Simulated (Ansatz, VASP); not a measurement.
# Si2Ni: VASP beside Ansatz, part 2 of 2

Aim: how closely do two programs agree when they are given the same cell, functional and k mesh? The cell is a member of a volume series, scaled by 1.04 from a relaxed one, so a pressure remains.

VASP 6.6.1 and Ansatz 0.2.0.

So far: The structure; Ansatz: zone-centre phonons, LDA, volume scaled by 1.04.

### 3. VASP: zone-centre phonons, LDA, volume scaled by 1.04

Level of this step: LDA, zero-moment start; plane waves and PAW (Ni, Si) (VASP).

The same cell, functional (in two slightly different forms), mesh and smearing now go to VASP, with its own data sets and cutoff.

Lines of VASP's logs that name or quote its potential files are left out, and so is its time.

File INCAR:

```
SYSTEM = Si2Ni
PREC = Accurate
ENCUT = 500
EDIFF = 1E-08
NELM = 100
ISMEAR = 0
SIGMA = 0.05
LREAL = .FALSE.
ALGO = Normal
GGA = CA
NBANDS = 16
ISPIN = 2
MAGMOM = 0 0 0
LASPH = .TRUE.
LMAXMIX = 4
LORBIT = 11
LWAVE = .FALSE.
LCHARG = .FALSE.
KPAR = 4
IBRION = 8
ISIF = 2
```

File POSCAR:

```
Si2Ni
1.0
    0.0000000000      2.7104966632      2.7104966632
    2.7104966632      0.0000000000      2.7104966632
    2.7104966632      2.7104966632      0.0000000000
Ni Si
1 2
Direct
    0.0000000000      0.0000000000      0.0000000000
    0.2500000000      0.2500000000      0.2500000000
    0.7500000000      0.7500000000      0.7500000000
```

File KPOINTS:

```
Automatic mesh
0
Gamma
12 12 12
0 0 0
```

The projector-augmented-wave data sets are Ni and Si (LDA family, release 64).

Started as:

```bash
> mpirun -np 4 vasp_std
```

Numbers of over 12 decimals in the logs are rounded to 6 here.

The log of the run:

```text
[banner, memory and clock lines left out]
running    4 mpi-ranks, on    1 nodes
 distrk:  each k-point on    1 cores,    4 groups
 distr:  one band on    1 cores,    1 groups

 POSCAR found type information on POSCAR NiSi
 POSCAR found :  2 types and       3 ions
 LDA part: xc-table for (Slater(with rela. corr.)+CA(PZ))
 , standard interpolation
 POSCAR, INCAR and KPOINTS ok, starting setup
 FFT: planning ... GRIDC
 FFT: planning ... GRID_SOFT
 FFT: planning ... GRID
 WAVECAR not read
 entering main loop
       N       E                     dE             d eps       ncg     rms          rms(c)
DAV:   1     0.610021954833E+02    0.61002E+02   -0.75724E+03  4624   0.112E+03
DAV:   2    -0.185002798587E+02   -0.79502E+02   -0.72762E+02  5168   0.211E+02
DAV:   3    -0.218344345206E+02   -0.33342E+01   -0.32861E+01  6016   0.470E+01
DAV:   4    -0.218894369262E+02   -0.55002E-01   -0.54962E-01  5440   0.586E+00
DAV:   5    -0.218909231219E+02   -0.14862E-02   -0.14861E-02  6064   0.100E+00    0.161E+01
DAV:   6    -0.262596762676E+02   -0.43688E+01   -0.38579E+01  4752   0.147E+02    0.241E+01
DAV:   8    -0.199242069851E+02    0.84793E-01   -0.15030E+00  6256   0.194E+01    0.274E+00
DAV:   9    -0.198709639785E+02    0.53243E-01   -0.26829E-01  5536   0.949E+00    0.657E-01
DAV:  10    -0.198686597915E+02    0.23042E-02   -0.10552E-02  6408   0.195E+00    0.281E-01
DAV:  11    -0.198684125180E+02    0.24727E-03   -0.92538E-04  6848   0.301E-01    0.569E-02
DAV:  12    -0.198684243381E+02   -0.11820E-04   -0.37136E-05  6216   0.781E-02    0.312E-02
DAV:  13    -0.198684166737E+02    0.76644E-05   -0.10747E-05  6040   0.843E-02    0.808E-03
DAV:  14    -0.198684166379E+02    0.35786E-07   -0.31369E-06  6952   0.326E-02    0.420E-03
DAV:  15    -0.198684165643E+02    0.73594E-07   -0.38258E-07  6152   0.800E-03    0.221E-03
DAV:  16    -0.198684164943E+02    0.70065E-07   -0.10344E-07  6384   0.732E-03    0.279E-04
DAV:  17    -0.198684164967E+02   -0.24033E-08   -0.17817E-08  3304   0.995E-04
   1 F= -.19868416E+02 E0= -.19867658E+02  d E =-.151698E-02  mag=     0.0000
 Linear response reoptimize wavefunctions to high precision
DAV:   1    -0.198684164970E+02   -0.32605E-09   -0.17084E-09  3808   0.528E-04
DAV:   2    -0.198684164970E+02    0.15234E-10   -0.10490E-10  2584   0.850E-05
 Linear response DOF=           2
 Linear response progress:
  Degree of freedom:   1/  2
       N       E                     dE             d eps       ncg     rms          rms(c)
RMM:   1    -0.193375068568E+00   -0.19338E+00   -0.11365E-01 16124   0.240E+00
RMM:   2    -0.189351386167E+00    0.40237E-02   -0.25074E-03 14933   0.582E-01    0.198E-01
RMM:   3    -0.189178851685E+00    0.17253E-03   -0.33588E-04 16649   0.129E-01    0.116E-01
RMM:   4    -0.189696146022E+00   -0.51729E-03   -0.33890E-04 17456   0.120E-01    0.774E-03
RMM:   5    -0.189666180817E+00    0.29965E-04   -0.61964E-06 17957   0.228E-02    0.480E-03
RMM:   6    -0.189663185909E+00    0.29949E-05   -0.57895E-07 16002   0.850E-03    0.382E-03
RMM:   7    -0.189656459981E+00    0.67259E-05   -0.21898E-07 17257   0.539E-03    0.683E-04
RMM:   8    -0.189651439244E+00    0.50207E-05   -0.27905E-08 18494   0.122E-03    0.279E-04
RMM:   9    -0.189649577983E+00    0.18613E-05   -0.20386E-09 17875   0.376E-04    0.433E-05
RMM:  10    -0.189649498432E+00    0.79551E-07   -0.74825E-10 18877   0.118E-04    0.205E-05
RMM:  11    -0.189649406592E+00    0.91840E-07   -0.18670E-10 19255   0.426E-05    0.780E-06
RMM:  12    -0.189649359566E+00    0.47026E-07    0.71458E-10 19140   0.229E-05    0.316E-06
RMM:  13    -0.189649345849E+00    0.13718E-07   -0.43446E-10 18933   0.174E-05    0.828E-07
RMM:  14    -0.189649354109E+00   -0.82603E-08   -0.11949E-09 15309   0.146E-05    0.282E-07
 first order change of Fermi-energy  -0.33652E-03
 force on displaced ion       1 direction 1 :  -8.746   0.000   0.000
 Linear response progress:
  Degree of freedom:   2/  2
       N       E                     dE             d eps       ncg     rms          rms(c)
RMM:   1    -0.205812594644E-01   -0.20581E-01    0.27670E-02 44534   0.115E+00
RMM:   2    -0.179991470213E-01    0.25821E-02   -0.13842E-03 27556   0.492E-01    0.949E-02
RMM:   3    -0.181438171207E-01   -0.14467E-03   -0.47176E-04 30073   0.139E-01    0.509E-02
RMM:   4    -0.182768556366E-01   -0.13304E-03   -0.44327E-05 28494   0.528E-02    0.904E-03
RMM:   5    -0.182706276394E-01    0.62280E-05   -0.61319E-06 31111   0.133E-02    0.450E-03
RMM:   6    -0.182610334230E-01    0.95942E-05   -0.12895E-06 31309   0.441E-03    0.960E-04
RMM:   7    -0.182621095218E-01   -0.10761E-05    0.26931E-07 28811   0.215E-03    0.783E-04
RMM:   8    -0.182634792706E-01   -0.13697E-05    0.11380E-07 29084   0.101E-03    0.324E-04
RMM:   9    -0.182626930627E-01    0.78621E-06   -0.13703E-07 31785   0.325E-04    0.563E-05
RMM:  10    -0.182626288285E-01    0.64234E-07   -0.19612E-08 32605   0.931E-05    0.150E-05
RMM:  11    -0.182625834426E-01    0.45386E-07   -0.31877E-09 32410   0.342E-05    0.742E-06
RMM:  12    -0.182625781956E-01    0.52471E-08    0.10940E-09 33375   0.148E-05    0.446E-06
 first order change of Fermi-energy  -0.83081E-05
 force on displaced ion       2 direction 1 :  -7.059   0.000   0.000
 Linear response finished
```

OUTCAR, selected parts (step 3):

```text
ion  position               nearest neighbor table
   1  0.000  0.000  0.000-   3 2.35   3 2.35   3 2.35   2 2.35   2 2.35   2 2.35   3 2.35   2 2.35

  LATTYP: Found a face centered cubic cell.
 ALAT       =     5.4209933264

 Subroutine GETGRP returns: Found 48 space group operations
 (whereof 48 operations were pure point group operations)

The static configuration has the point symmetry O_h .

 Found     72 irreducible k-points:

   k-points           NKPTS =     72   k-points in BZ     NKDIM =     72   number of bands    NBANDS=     16

   dimension x,y,z NGX =    28 NGY =   28 NGZ =   28
   dimension x,y,z NGXF=    56 NGYF=   56 NGZF=   56

   ENCUT  =  500.0 eV  36.75 Ry    6.06 a.u.   6.99  6.99  6.99*2*pi/ulx,y,z

   NELECT =      18.0000    total number of electrons

 k-points in reciprocal lattice and weights: Automatic mesh
   0.00000000  0.00000000  0.00000000       0.001
   0.08333333  0.00000000  0.00000000       0.005
   0.16666667  0.00000000  0.00000000       0.005
   0.25000000  0.00000000  0.00000000       0.005
   0.33333333  0.00000000  0.00000000       0.005
   0.41666667  0.00000000  0.00000000       0.005
   0.50000000  0.00000000  0.00000000       0.002
   0.08333333  0.08333333  0.00000000       0.003
   0.16666667  0.08333333  0.00000000       0.014
[...]
-0.33333333  0.50000000  0.16666667       0.007
  -0.25000000  0.50000000  0.25000000       0.003

 average (electrostatic) potential at core
       1 -82.2878       2 -81.6050       3 -81.6050

  Total       -1.4886465     -1.4886465     -1.4886465      0.0000000      0.0000000     -0.0000000
  in kB      -59.8860305    -59.8860305    -59.8860305      0.0000000      0.0000000     -0.0000000
  external PRESSURE =     -59.8860305 kB  Pullay stress =       0.0000000 kB

  energy-cutoff  :      500.00
  volume of cell :       39.83
      direct lattice vectors                 reciprocal lattice vectors
     0.000000000  2.710496663  2.710496663    -0.184468037  0.184468037  0.184468037
     2.710496663  0.000000000  2.710496663     0.184468037 -0.184468037  0.184468037
     2.710496663  2.710496663  0.000000000     0.184468037  0.184468037 -0.184468037

 POSITION                                       TOTAL-FORCE (eV/Angst)
 -----------------------------------------------------------------------------------
      0.00000      0.00000      0.00000         0.000000      0.000000      0.000000
      1.35525      1.35525      1.35525        -0.000000      0.000000      0.000000
      4.06574      4.06574      4.06574        -0.000000     -0.000000     -0.000000
 -----------------------------------------------------------------------------------
    total drift:                               -0.000000     -0.000000      0.000000

 Eigenvectors and eigenvalues of the dynamical matrix
 ----------------------------------------------------

   1 f  =    9.203920 THz    57.829935 2PiTHz  307.009723 cm-1    38.064337 meV
             X         Y         Z           dx          dy          dz
      0.000000  0.000000  0.000000     0.000000   -0.000000   -0.000000
      1.355248  1.355248  1.355248    -0.020242    0.706374   -0.025011
      4.065745  4.065745  4.065745     0.020242   -0.706374    0.025011

   2 f  =    9.203920 THz    57.829935 2PiTHz  307.009723 cm-1    38.064337 meV
             X         Y         Z           dx          dy          dz
      0.000000  0.000000  0.000000    -0.000000   -0.000000   -0.000000
      1.355248  1.355248  1.355248     0.555481    0.031370    0.436414
      4.065745  4.065745  4.065745    -0.555481   -0.031370   -0.436414

   3 f  =    9.203920 THz    57.829935 2PiTHz  307.009723 cm-1    38.064337 meV
             X         Y         Z           dx          dy          dz
      0.000000  0.000000  0.000000     0.000000    0.000000    0.000000
      1.355248  1.355248  1.355248    -0.437071    0.007155    0.555804
      4.065745  4.065745  4.065745     0.437071   -0.007155   -0.555804

   4 f  =    8.635035 THz    54.255527 2PiTHz  288.033771 cm-1    35.711620 meV
             X         Y         Z           dx          dy          dz
      0.000000  0.000000  0.000000     0.178551   -0.675545   -0.014406
      1.355248  1.355248  1.355248    -0.129206    0.488849    0.010425
      4.065745  4.065745  4.065745    -0.129206    0.488849    0.010425

   5 f  =    8.635035 THz    54.255527 2PiTHz  288.033771 cm-1    35.711620 meV
             X         Y         Z           dx          dy          dz
      0.000000  0.000000  0.000000    -0.493182   -0.140478    0.474854
      1.355248  1.355248  1.355248     0.356884    0.101655   -0.343622
      4.065745  4.065745  4.065745     0.356884    0.101655   -0.343622

   6 f  =    8.635035 THz    54.255527 2PiTHz  288.033771 cm-1    35.711620 meV
             X         Y         Z           dx          dy          dz
      0.000000  0.000000  0.000000     0.461887    0.111148    0.512596
      1.355248  1.355248  1.355248    -0.334238   -0.080431   -0.370933
      4.065745  4.065745  4.065745    -0.334238   -0.080431   -0.370933

   7 f/i=    0.005025 THz     0.031571 2PiTHz    0.167604 cm-1     0.020780 meV
             X         Y         Z           dx          dy          dz
      0.000000  0.000000  0.000000    -0.014022   -0.021434   -0.714770
      1.355248  1.355248  1.355248    -0.009689   -0.014810   -0.493873
      4.065745  4.065745  4.065745    -0.009689   -0.014810   -0.493873

   8 f/i=    0.005025 THz     0.031571 2PiTHz    0.167604 cm-1     0.020780 meV
             X         Y         Z           dx          dy          dz
      0.000000  0.000000  0.000000     0.397061   -0.594805    0.010047
      1.355248  1.355248  1.355248     0.274351   -0.410984    0.006942
      4.065745  4.065745  4.065745     0.274351   -0.410984    0.006942

   9 f/i=    0.005025 THz     0.031571 2PiTHz    0.167604 cm-1     0.020780 meV
             X         Y         Z           dx          dy          dz
      0.000000  0.000000  0.000000    -0.594725   -0.396609    0.023560
      1.355248  1.355248  1.355248    -0.410928   -0.274039    0.016279
      4.065745  4.065745  4.065745    -0.410928   -0.274039    0.016279

 ELASTIC MODULI CONTR FROM IONIC RELAXATION (kBar)
 Direction    XX          YY          ZZ          XY          YZ          ZX
 --------------------------------------------------------------------------------
 XX          -0.0000      0.0000      0.0000      0.0000      0.0000      0.0000
 YY           0.0000     -0.0000     -0.0000      0.0000     -0.0000      0.0000
 ZZ           0.0000     -0.0000     -0.0000      0.0000     -0.0000      0.0000
 XY           0.0000      0.0000      0.0000   -375.8260     -0.0000      0.0000
 YZ           0.0000     -0.0000     -0.0000      0.0000   -375.8260     -0.0000
 ZX           0.0000      0.0000      0.0000      0.0000     -0.0000   -375.8260
 --------------------------------------------------------------------------------

 magnetization (x)
# of ion       s       p       d       tot
------------------------------------------
    1       -0.000   0.000  -0.000  -0.000
    2       -0.000  -0.000   0.000  -0.000
    3       -0.000  -0.000   0.000  -0.000
--------------------------------------------------
tot         -0.000  -0.000  -0.000  -0.000
```

This run allows spin, but its moments start at zero, where symmetry between the spins tends to hold them, although Ni can carry a moment. Energies printed during the response cycles are not total energies of the cell.

### 4. Differences

Known differences besides the potentials themselves: the two LDA forms differ slightly; the data sets hold 26 valence electrons in Ansatz (default PAW (the set named soft_2) files) and 18 in VASP; the cutoff is 420 eV in Ansatz and 500 eV in VASP; VASP's log shows a relativistic correction to its local exchange, Ansatz's none. Total energies have different zeros and are not compared.

Both answers:

```csv
quantity,Ansatz,VASP,difference
optical mode 1 to 3 (cm⁻¹),285.8,288.0,-0.77 %
optical mode 4 to 6 (cm⁻¹),309.6,307.0,+0.84 %
```

Modes are paired by rising frequency and degeneracy, not by their patterns, so a pair may still set unlike modes beside each other.

### 5. Outcome

| Quantity | Value |
| --- | --- |
| r.m.s. difference of the optical zone-centre modes, each program's sorted by frequency (zone-centre phonons, LDA, volume scaled by 1.04) | 2.4 cm⁻¹ |
| difference in optical mode 4 to 6 (zone-centre phonons, LDA, volume scaled by 1.04) | +0.8 % |

In words: The r.m.s. difference of the optical zone-centre modes, each program's sorted by frequency is 2.4 cm⁻¹ (zone-centre phonons, LDA, volume scaled by 1.04). Among the rows given in per cent, the largest difference of the zone-centre phonons, LDA, volume scaled by 1.04 pair is in optical mode 4 to 6, +0.8 %. 1 further run of this series is not shown here. How closely two codes agree says nothing of how well the functional describes the real material.

[Lines on the potential files, build, host, timing and source positions are cut from VASP's logs without a mark.]

[Logs are printed without paths, hosts, clocks, repeated set-up lines and the standing remarks that a program may print on its own settings, such as how far it seeks lower states.]

[Hosts, paths, dates, database ids (printed as entryN), source tags and the programs' standing remarks are cut or masked in the printed files.]
